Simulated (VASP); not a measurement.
CoSi2:

```xyz
3
Lattice="0.0000 2.6799 2.6799 2.6799 0.0000 2.6799 2.6799 2.6799 0.0000" Properties=species:S:1:pos:R:3 pbc="T T T"
Co    0.0000    0.0000    0.0000
Si    1.3400    1.3400    1.3400
Si    4.0199    4.0199    4.0199
```

```yaml
Program: VASP 6.6.1
Task: relaxation of cell and atoms
Functional: LDA
Potentials_or_basis: VASP PAW LDA potentials, release 64 (Co, Si)
Cutoff: 600 eV
k_mesh: 14 × 14 × 14
Occupations: gaussian, width 0.1 eV
Spin: no spin polarisation
```

At the start: pressure -8.7 GPa; volume 12.83 Å³/atom.

**Question.** How do energy, volume and symmetry change on relaxing?

**Answer.** Over 4 steps the energy falls by 16.8 meV/atom and the volume is 12.24 Å³/atom (-4.6 %); space group Fm-3m (No. 225, to 0.05 Å).

Step by step:
| step | energy change (eV) | largest force (eV/Å) | pressure (GPa) | volume (Å³) |
| --- | --- | --- | --- | --- |
| 1 | 0.0000 | 0.0000 | -8.71 | 38.49 |
| 2 | 0.0249 | 0.0000 | 12.70 | 34.74 |
| 3 | -0.0503 | 0.0000 | -0.18 | 36.74 |
| 4 | -0.0503 | 0.0000 | 0.04 | 36.71 |

Final structure:
```cif
data_structure
_symmetry_space_group_name_H-M 'P 1'
_symmetry_Int_Tables_number 1
_cell_length_a 3.7304
_cell_length_b 3.7304
_cell_length_c 3.7304
_cell_angle_alpha 60.000
_cell_angle_beta 60.000
_cell_angle_gamma 60.000
_cell_volume 36.71
loop_
_atom_site_label
_atom_site_type_symbol
_atom_site_fract_x
_atom_site_fract_y
_atom_site_fract_z
_atom_site_occupancy
Co1 Co 0.00000 0.00000 0.00000 1
Si1 Si 0.25000 0.25000 0.25000 1
Si2 Si 0.75000 0.75000 0.75000 1
```
